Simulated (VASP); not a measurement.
Here is a VASP 6.6.1 calculation.

POSCAR

```
YNb
1.0
    0.0000000000      2.9577400000      2.9577400000
    2.9577400000      0.0000000000      2.9577400000
    2.9577400000      2.9577400000      0.0000000000
Y Nb
1 1
Direct
    0.5000000000      0.5000000000      0.5000000000
    0.0000000000      0.0000000000      0.0000000000
```

The input INCAR.step1:

```
SYSTEM = YNb
  PREC = Accurate
  ENCUT = 600
  EDIFF = 1E-6
  ISMEAR = -1
  SIGMA = 0.05
  LREAL = .False.
  LASPH = .True.
  NELM = 60
  ALGO = Normal
  ISIF = 2
  LWAVE = .False.
  LCHARG = .True.
  LMAXMIX = 4
  GGA = PE
  NBANDS = 18
```

KPOINTS.step1

```
Automatic mesh
0
Gamma
  8 8 8
  0 0 0
```

Contents of INCAR.step2:

```
SYSTEM = YNb
  PREC = Accurate
  ENCUT = 600
  EDIFF = 1E-6
  ISMEAR = 0
  SIGMA = 0.05
  LREAL = .False.
  LASPH = .True.
  NELM = 60
  ALGO = Normal
  ISIF = 2
  LWAVE = .False.
  LCHARG = .False.
  LMAXMIX = 4
  GGA = PE
  NBANDS = 18
  ICHARG = 11
```

Contents of KPOINTS.step2:

```
path GXWKGLUWLK,UX
20
line-mode
reciprocal
 0.0000000000  0.0000000000  0.0000000000  G
 0.5000000000  0.0000000000  0.5000000000  X

 0.5000000000  0.0000000000  0.5000000000  X
 0.5000000000  0.2500000000  0.7500000000  W

 0.5000000000  0.2500000000  0.7500000000  W
 0.3750000000  0.3750000000  0.7500000000  K

 0.3750000000  0.3750000000  0.7500000000  K
 0.0000000000  0.0000000000  0.0000000000  G

 0.0000000000  0.0000000000  0.0000000000  G
 0.5000000000  0.5000000000  0.5000000000  L

 0.5000000000  0.5000000000  0.5000000000  L
 0.6250000000  0.2500000000  0.6250000000  U

 0.6250000000  0.2500000000  0.6250000000  U
 0.5000000000  0.2500000000  0.7500000000  W

 0.5000000000  0.2500000000  0.7500000000  W
 0.5000000000  0.5000000000  0.5000000000  L

 0.5000000000  0.5000000000  0.5000000000  L
 0.3750000000  0.3750000000  0.7500000000  K

 0.6250000000  0.2500000000  0.6250000000  U
 0.5000000000  0.0000000000  0.5000000000  X
```

Potentials or basis: VASP PAW PBE potentials, release 64 (Y_sv, Nb_pv).

The run is started by

```sh
$ cat potpaw_PBE.64/Y_sv/POTCAR potpaw_PBE.64/Nb_pv/POTCAR > POTCAR
$ cp INCAR.step1 INCAR
$ cp KPOINTS.step1 KPOINTS
$ mpirun -np 1 vasp_std > vasp.out
$ cp INCAR.step2 INCAR
$ cp KPOINTS.step2 KPOINTS
$ mpirun -np 1 vasp_std > vasp.out
```

Task: What does it give for the band gap along the path?

Result: None (metal or under the smearing width).

Levels at the corners of the path, in eV from the Fermi level:
| point | band 8 | band 9 | band 10 | band 11 | band 12 | band 13 | band 14 | band 15 |
| --- | --- | --- | --- | --- | --- | --- | --- | --- |
| Γ | -4.74 | -1.43 | -1.43 | -1.29 | -1.29 | -1.29 | 5.69 | 5.69 |
| X | -2.65 | -1.82 | -0.68 | -0.18 | 0.63 | 1.53 | 1.53 | 4.66 |
| X | -2.65 | -1.82 | -0.68 | -0.18 | 0.63 | 1.53 | 1.53 | 4.66 |
| W | -1.45 | -1.45 | -0.96 | -0.69 | 0.67 | 1.55 | 1.97 | 3.29 |
| W | -1.45 | -1.45 | -0.96 | -0.69 | 0.67 | 1.55 | 1.97 | 3.29 |
| K | -2.09 | -0.98 | -0.52 | -0.48 | -0.07 | 1.13 | 2.65 | 3.23 |
| K | -2.09 | -0.98 | -0.52 | -0.48 | -0.07 | 1.13 | 2.65 | 3.23 |
| Γ | -4.74 | -1.43 | -1.43 | -1.29 | -1.29 | -1.29 | 5.69 | 5.69 |
| Γ | -4.74 | -1.43 | -1.43 | -1.29 | -1.29 | -1.29 | 5.69 | 5.69 |
| L | -1.74 | -1.52 | 0.20 | 0.20 | 1.25 | 1.25 | 1.68 | 1.68 |
| L | -1.74 | -1.52 | 0.20 | 0.20 | 1.25 | 1.25 | 1.68 | 1.68 |
| U | -2.09 | -0.98 | -0.52 | -0.48 | -0.07 | 1.13 | 2.65 | 3.23 |
| U | -2.09 | -0.98 | -0.52 | -0.48 | -0.07 | 1.13 | 2.65 | 3.23 |
| W | -1.45 | -1.45 | -0.96 | -0.69 | 0.67 | 1.55 | 1.97 | 3.29 |
| W | -1.45 | -1.45 | -0.96 | -0.69 | 0.67 | 1.55 | 1.97 | 3.29 |
| L | -1.74 | -1.52 | 0.20 | 0.20 | 1.25 | 1.25 | 1.68 | 1.68 |
| L | -1.74 | -1.52 | 0.20 | 0.20 | 1.25 | 1.25 | 1.68 | 1.68 |
| K | -2.09 | -0.98 | -0.52 | -0.48 | -0.07 | 1.13 | 2.65 | 3.23 |
| U | -2.09 | -0.98 | -0.52 | -0.48 | -0.07 | 1.13 | 2.65 | 3.23 |
| X | -2.65 | -1.82 | -0.68 | -0.18 | 0.63 | 1.53 | 1.53 | 4.66 |

Caveat: the log is that of the step along the path at fixed density, whose energy, stress, charges and moments have no meaning.
